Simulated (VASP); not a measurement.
A run of VASP 6.6.1 is set up as follows.

File POSCAR:

```
SiB
1.0
    5.2403000000      0.0000000000      0.0000000000
    0.0000000000      2.9766800000      0.0000000000
    0.0000000000      0.0000000000      5.6696000000
Si B
4 4
Direct
    0.8313440000      0.7500000000      0.0942220000
    0.1686560000      0.2500000000      0.9057780000
    0.6686560000      0.2500000000      0.5942220000
    0.3313440000      0.7500000000      0.4057780000
    0.9303300000      0.7500000000      0.4444810000
    0.0696700000      0.2500000000      0.5555190000
    0.4303300000      0.7500000000      0.0555190000
    0.5696700000      0.2500000000      0.9444810000
```

File INCAR.step1:

```
SYSTEM = SiB
PREC = Accurate
ENCUT = 520
EDIFF = 1E-6
ISMEAR = 0
SIGMA = 0.1
LREAL = .FALSE.
LASPH = .TRUE.
NELM = 60
ALGO = Normal
ISIF = 2
LWAVE = .FALSE.
LCHARG = .TRUE.
GGA = PE
KPAR = 2
```

Contents of KPOINTS.step1:

```
regular mesh
0
G
  6 10 6
  0 0 0
```

Contents of INCAR.step2:

```
SYSTEM = SiB
PREC = Accurate
ENCUT = 520
EDIFF = 1E-6
ISMEAR = 0
SIGMA = 0.05
LREAL = .FALSE.
LASPH = .TRUE.
NELM = 60
ALGO = Normal
ISIF = 2
LWAVE = .FALSE.
LCHARG = .FALSE.
GGA = PE
KPAR = 2
ICHARG = 11
```

The input KPOINTS.step2:

```
path GXSYGZURTZ,YT,UX,SR
10
line-mode
reciprocal
 0.0000000000  0.0000000000  0.0000000000  G
 0.0000000000 -0.5000000000  0.0000000000  X

 0.0000000000 -0.5000000000  0.0000000000  X
-0.5000000000 -0.5000000000  0.0000000000  S

-0.5000000000 -0.5000000000  0.0000000000  S
-0.5000000000  0.0000000000  0.0000000000  Y

-0.5000000000  0.0000000000  0.0000000000  Y
 0.0000000000  0.0000000000  0.0000000000  G

 0.0000000000  0.0000000000  0.0000000000  G
 0.0000000000  0.0000000000 -0.5000000000  Z

 0.0000000000  0.0000000000 -0.5000000000  Z
 0.0000000000 -0.5000000000 -0.5000000000  U

 0.0000000000 -0.5000000000 -0.5000000000  U
-0.5000000000 -0.5000000000 -0.5000000000  R

-0.5000000000 -0.5000000000 -0.5000000000  R
-0.5000000000  0.0000000000 -0.5000000000  T

-0.5000000000  0.0000000000 -0.5000000000  T
 0.0000000000  0.0000000000 -0.5000000000  Z

-0.5000000000  0.0000000000  0.0000000000  Y
-0.5000000000  0.0000000000 -0.5000000000  T

 0.0000000000 -0.5000000000 -0.5000000000  U
 0.0000000000 -0.5000000000  0.0000000000  X

-0.5000000000 -0.5000000000  0.0000000000  S
-0.5000000000 -0.5000000000 -0.5000000000  R
```

Potentials or basis: VASP PAW PBE potentials, release 64 (Si, B).

Run with:

```console
$ cat potpaw_PBE.64/Si/POTCAR potpaw_PBE.64/B/POTCAR > POTCAR
$ cp INCAR.step1 INCAR
$ cp KPOINTS.step1 KPOINTS
$ mpirun -np 2 vasp_std > vasp.out
$ cp INCAR.step2 INCAR
$ cp KPOINTS.step2 KPOINTS
$ mpirun -np 2 vasp_std > vasp.out
```

Q: Predict the band gap along the path.

A: None (metal or under the smearing width).

Levels at the corners of the path, in eV from the Fermi level:
```
point  band 11  band 12  band 13  band 14  band 15  band 16  band 17  band 18
    Γ    -1.99    -0.26     2.71     2.95     2.99     4.10     4.14     4.56
    X    -4.51    -4.51    -2.27    -2.27    -1.45    -1.45     0.71     0.71
    X    -4.51    -4.51    -2.27    -2.27    -1.45    -1.45     0.71     0.71
    S    -4.34    -4.34    -0.80    -0.80    -0.80    -0.80     3.28     3.28
    S    -4.34    -4.34    -0.80    -0.80    -0.80    -0.80     3.28     3.28
    Y    -1.82    -1.82     0.29     0.29     2.97     2.97     3.27     3.27
    Y    -1.82    -1.82     0.29     0.29     2.97     2.97     3.27     3.27
    Γ    -1.99    -0.26     2.71     2.95     2.99     4.10     4.14     4.53
    Γ    -1.99    -0.26     2.71     2.95     2.99     4.10     4.14     4.59
    Z    -2.43    -2.43     1.50     1.50     3.48     3.48     3.85     3.89
    Z    -2.43    -2.43     1.50     1.50     3.48     3.48     3.85     3.89
    U    -4.33    -4.33    -2.35    -2.35    -0.06    -0.06     1.97     1.97
    U    -4.33    -4.33    -2.35    -2.35    -0.06    -0.06     1.97     1.97
    R    -2.72    -2.72    -0.35    -0.35    -0.35    -0.35     2.15     2.15
    R    -2.72    -2.72    -0.35    -0.35    -0.35    -0.35     2.15     2.15
    T    -2.35    -2.35    -1.75    -1.75     2.48     2.48     4.25     4.31
    T    -2.35    -2.35    -1.75    -1.75     2.48     2.48     4.25     4.26
    Z    -2.43    -2.43     1.50     1.50     3.48     3.48     3.85     3.85
    Y    -1.82    -1.82     0.29     0.29     2.97     2.97     3.27     3.27
    T    -2.35    -2.35    -1.75    -1.75     2.48     2.48     4.25     4.25
    U    -4.33    -4.33    -2.35    -2.35    -0.06    -0.06     1.97     1.97
    X    -4.51    -4.51    -2.27    -2.27    -1.45    -1.45     0.71     0.71
    S    -4.34    -4.34    -0.80    -0.80    -0.80    -0.80     3.28     3.28
    R    -2.72    -2.72    -0.35    -0.35    -0.35    -0.35     2.15     2.15
```

Caveat: the log is that of the step along the path at fixed density, whose energy, stress, charges and moments have no meaning.
